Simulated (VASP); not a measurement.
Method: PBE GGA, VASP's PBE PAW potentials (set 64) (plane waves; VASP).

VASP ran on this input.

### POSCAR
```
Bi2Se3
10.4010650
  0.9794390585  -0.2016716320   0.0052686871
  0.9794390585   0.2016716320   0.0052686871
  0.9360493587   0.0000000000   0.3518688609
Bi Se
2 3
Direct
  0.3974181618   0.3974181618   0.3974181618
  0.6025818382   0.6025818382   0.6025818382
  0.0000000000   0.0000000000   0.0000000000
  0.2176173399   0.2176173399   0.2176173399
  0.7823826601   0.7823826601   0.7823826601
```

INCAR:
```
# general
SYSTEM  = Bi2Se3
PREC    = Accurate
ENCUT   = 520
LREAL   = .FALSE.
LASPH   = .TRUE.

# electronic loop
EDIFF   = 1E-6
NELM    = 100
ALGO    = Normal
LMAXMIX = 4

# smearing
ISMEAR  = 0
SIGMA   = 0.05

# functional
GGA     = PE

# output
LWAVE   = .TRUE.
LCHARG  = .FALSE.
```

### KPOINTS
```
Automatic mesh
0
gamma
  4 4 4
0 0 0
```

POTCAR, in this order: Bi_d Se (PBE.64 set). Program: vasp_std.

What VASP printed:

**OUTCAR**
```
 ion  position               nearest neighbor table
   1  0.397  0.397  0.397-   5 2.88   5 2.88   5 2.88   3 3.11   3 3.11   3 3.11
   2  0.603  0.603  0.603-   4 2.88   4 2.88   4 2.88   3 3.11   3 3.11   3 3.11
   3  0.000  0.000  0.000-   2 3.11   1 3.11   2 3.11   2 3.11   1 3.11   1 3.11
   4  0.218  0.218  0.218-   2 2.88   2 2.88   2 2.88
   5  0.782  0.782  0.782-   1 2.88   1 2.88   1 2.88
  LATTYP: Found a trigonal (rhomboedric) cell.
 ALAT       =    10.4010653926
 COS(alpha) =     0.9186571102
 Subroutine PRICEL returns:
 Original cell was already a primitive cell.
 Subroutine GETGRP returns: Found 12 space group operations
The static configuration has the point symmetry D_3d.
The dynamic configuration has the point symmetry D_3d.
 Subroutine INISYM returns: Found 12 space group operations
 Subroutine IBZKPT returns following result:
 Found     13 irreducible k-points:

 Following reciprocal coordinates:
            Coordinates               Weight
  0.000000  0.000000  0.000000      1.000000
  0.250000 -0.000000  0.000000      6.000000
  0.500000 -0.000000  0.000000      3.000000
  0.250000  0.250000  0.000000      6.000000
  0.500000  0.250000  0.000000     12.000000
 -0.250000  0.250000  0.000000      6.000000
  0.500000  0.500000  0.000000      3.000000
  0.250000  0.250000  0.250000      2.000000
  0.500000  0.250000  0.250000      6.000000
 -0.250000  0.250000  0.250000      6.000000
  0.500000  0.500000  0.250000      6.000000
 -0.250000  0.500000  0.250000      6.000000
  0.500000  0.500000  0.500000      1.000000
   k-points           NKPTS =     13   k-points in BZ     NKDIM =     13   number of bands    NBANDS=     28
   number of dos      NEDOS =    301   number of ions     NIONS =      5
   total plane-waves  NPLWV = 512000
   dimension x,y,z NGX =    80 NGY =   80 NGZ =   80
   dimension x,y,z NGXF=   160 NGYF=  160 NGZF=  160
   ions per type =               2   3
   PREC   = accura    normal or accurate (medium, high low for compatibility)
   ISTART =      0    job   : 0-new  1-cont  2-samecut
   ICHARG =      2    charge: 1-file 2-atom 10-const
   ISPIN  =      1    spin polarized calculation?
   LNONCOLLINEAR =      F non collinear calculations
   LSORBIT =      F    spin-orbit coupling
   INIWAV =      1    electr: 0-lowe 1-rand  2-diag
   ENCUT  =  520.0 eV  38.22 Ry    6.18 a.u.  19.34 19.34 19.34*2*pi/ulx,y,z
   NELM   =    100;   NELMIN=  2; NELMDL= -5     # of ELM steps
   EDIFF  = 0.1E-05   stopping-criterion for ELM
   LREAL  =      F    real-space projection
   NLSPLINE    = F    spline interpolate recip. space projectors
   LMAXMIX     =    4 max onsite mixed and CHGCAR
   VOSKOWN=      0    Vosko Wilk Nusair interpolation
   EDIFFG = 0.1E-04   stopping-criterion for IOM
   NSW    =      0    number of steps for IOM
   NBLOCK =      1;   KBLOCK =      1    inner block; outer block
   IBRION =     -1    ionic relax: 0-MD 1-quasi-New 2-CG
   NFREE  =      0    steps in history (QN), initial steepest desc. (CG)
   ISIF   =      2    stress and relaxation
   ISYM   =      2    0-nonsym 1-usesym 2-fastsym
   TEIN   =    0.0    initial temperature
   TEBEG  =    0.0;   TEEND  =   0.0 temperature during run
   SMASS  =  -3.00    Nose mass-parameter (am)
   PSTRESS=    0.0 pullay stress
   NELECT =      48.0000    total number of electrons
   EFERMI =   0.00;   METHOD = LEGACY
   ISMEAR =     0;   SIGMA  =   0.05  broadening in eV -4-tet -1-fermi 0-gaus
   IALGO  =     38    algorithm
   LDIAG  =      T    sub-space diagonalisation (order eigenvalues)
   IMIX   =      4    mixing-type and parameters
     AMIX     =   0.40;   BMIX     =  1.00
     AMIX_MAG =   1.60;   BMIX_MAG =  1.00
     AMIN     =   0.10
   GGA     = PE    functional components
   VOSKOWN =     0    Vosko Wilk Nusair interpolation
...
```

OSZICAR:
```
       N       E                     dE             d eps       ncg     rms          rms(c)
DAV:   1     0.460796447362E+03    0.46080E+03   -0.23102E+04   728   0.174E+03
DAV:   2     0.341190506860E+02   -0.42668E+03   -0.41655E+03   788   0.432E+02
DAV:   3    -0.186381682163E+02   -0.52757E+02   -0.50204E+02   944   0.160E+02
DAV:   4    -0.210067760203E+02   -0.23686E+01   -0.23339E+01   816   0.338E+01
DAV:   5    -0.211186848733E+02   -0.11191E+00   -0.11170E+00  1052   0.754E+00    0.502E+00
DAV:   6    -0.202226936925E+02    0.89599E+00   -0.23281E+00   828   0.873E+00    0.310E+00
DAV:   7    -0.202367901780E+02   -0.14096E-01   -0.45131E-01   832   0.315E+00    0.162E+00
DAV:   8    -0.202449747296E+02   -0.81846E-02   -0.65485E-02  1008   0.145E+00    0.517E-01
DAV:   9    -0.202445491615E+02    0.42557E-03   -0.12066E-02   936   0.634E-01    0.150E-01
DAV:  10    -0.202447904974E+02   -0.24134E-03   -0.23024E-03   820   0.268E-01    0.668E-02
DAV:  11    -0.202449103152E+02   -0.11982E-03   -0.49682E-04   980   0.116E-01    0.402E-02
DAV:  12    -0.202449318173E+02   -0.21502E-04   -0.99867E-05   948   0.630E-02    0.151E-02
DAV:  13    -0.202449325492E+02   -0.73195E-06   -0.23447E-05   892   0.389E-02    0.444E-03
DAV:  14    -0.202449327838E+02   -0.23457E-06   -0.19377E-06   664   0.886E-03
   1 F= -.20244933E+02 E0= -.20244933E+02  d E =-.120406E-11
```

File OUTCAR:
```
------------------------ aborting loop because EDIFF is reached ----------------------------------------
  FORCE on cell =-STRESS in cart. coord.  units (eV):
  Direction    XX          YY          ZZ          XY          YZ          ZX
  --------------------------------------------------------------------------------------
  Total       -0.1555549     -0.1333577     -0.1337055      0.0000000      0.0000000     -0.0027788
  in kB       -1.6165437     -1.3858676     -1.3894828      0.0000000      0.0000000     -0.0288776
  external PRESSURE =      -1.4639647 kB  Pullay stress =       0.0000000 kB
  volume of cell :      154.17
      direct lattice vectors                 reciprocal lattice vectors
    10.187209311 -2.097599753  0.054799957     0.049793708 -0.238367686 -0.132462329
    10.187209311  2.097599753  0.054799957     0.049793708  0.238367686 -0.132462329
     9.735910223  0.000000000  3.659810894    -0.001491166  0.000000000  0.277204995
 POSITION                                       TOTAL-FORCE (eV/Angst)
 -----------------------------------------------------------------------------------
     11.96639      0.00000      1.49803         0.019080      0.000000      0.002389
     18.14394      0.00000      2.27138        -0.019080      0.000000     -0.002389
      0.00000      0.00000      0.00000         0.000000      0.000000      0.000000
      6.55253      0.00000      0.82029         0.058634      0.000000      0.007340
     23.55780      0.00000      2.94912        -0.058634      0.000000     -0.007340
 -----------------------------------------------------------------------------------
    total drift:                               -0.000000     -0.000000     -0.000000
  FREE ENERGIE OF THE ION-ELECTRON SYSTEM (eV)
  ---------------------------------------------------
  free  energy   TOTEN  =       -20.2449327838 eV

  energy  without entropy=      -20.2449327838  energy(sigma->0) =      -20.24493278
```
(Selected blocks of OUTCAR.)

Without a dispersion term in the relaxation, distances and binding between the weakly bound layers, chains or molecules are unreliable, and so is what depends on them.

The compound is Bi2Se3 in the tetradymite structure. It was relaxed first, which changed the volume by +9 %. The k-mesh is coarse (spacing up to 0.44 per Å, 2π included), so the numbers may not be converged in it.
